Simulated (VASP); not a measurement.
# Be3AsN: single point with PBE

Be3AsN:

```xyz
5
Lattice="3.6100 0.0000 0.0000 0.0000 3.6100 0.0000 0.0000 0.0000 3.6100" Properties=species:S:1:pos:R:3 pbc="T T T"
Be    0.0000    1.8050    1.8050
Be    1.8050    0.0000    1.8050
Be    1.8050    1.8050    0.0000
As    0.0000    0.0000    0.0000
N     1.8050    1.8050    1.8050
```

The cell comes from a database or a generator and needn't be the stable form of this composition.

```json
{"Program": "VASP 6.6.1", "Task": "single point", "Functional": "PBE", "Potentials or basis": "VASP PAW PBE potentials, release 64 (Be, As, N)", "Cutoff": "520 eV", "k mesh": "6 × 6 × 6", "Occupations": "gaussian, width 0.1 eV", "Spin": "no spin polarisation"}
```

| Item | Value |
| --- | --- |
| Pressure | 0.8 GPa |
| Band gap on the k mesh | 0.86 eV, indirect (least direct gap 1.29 eV) |

Levels at points of the mesh, in eV from the valence-band top:
```csv
k point,band 6,band 7,band 8,band 9,band 10,band 11
"(0.00, 0.00, 0.00)",-0.43,-0.43,-0.43,0.86,0.86,4.40
"(0.50, 0.00, 0.00)",-4.62,-1.97,-1.97,1.22,4.48,4.58
"(0.50, 0.50, 0.00)",-1.41,-1.41,0.00,1.41,1.43,2.06
"(0.50, 0.50, 0.50)",-6.20,-6.20,-6.20,5.34,5.34,5.34
```

Wall time 15 s on 1 thread of Intel(R) Xeon(R) Platinum 8488C (Sapphire Rapids), with other jobs on the host, peak memory 0.15 GiB.

A k mesh can miss the band edges. A hybrid or GW would open this gap; PBE tends to underestimate it.
